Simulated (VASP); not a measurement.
Given:

```
CELL_PARAMETERS angstrom
      3.40477     0.00000     0.00000
      0.00000     3.51007     0.00000
      0.00000     0.00000     3.40477
ATOMIC_POSITIONS crystal
  Fe 0.00000 0.00000 0.00000
  Ni 0.00000 0.50000 0.50000
  Ni 0.50000 0.00000 0.50000
  Ni 0.50000 0.50000 0.00000
```
Starting moments (μB, in the order of the record's atoms Fe Ni Ni Ni): 3.2 0.7 0.7 0.7.

Computed with r2SCAN meta-GGA, VASP's PBE PAW potentials (set 64) (plane waves; VASP). Numerical set-up: 480 eV cut-off, 8×8×8 Γ-centred mesh, first-order Methfessel-Paxton smearing of 0.10 eV, potentials Fe Ni.

Q: Give the stress tensor in GPa (positive for a compressed cell).

A: 
```
17.44   0.00   0.00
 0.00  12.55   0.00
 0.00   0.00  17.44
```
The pressure is its mean diagonal, 15.81 GPa.

The compound is Ni3Fe in the L1_2 structure. This cell was strained or had an atom moved on purpose.
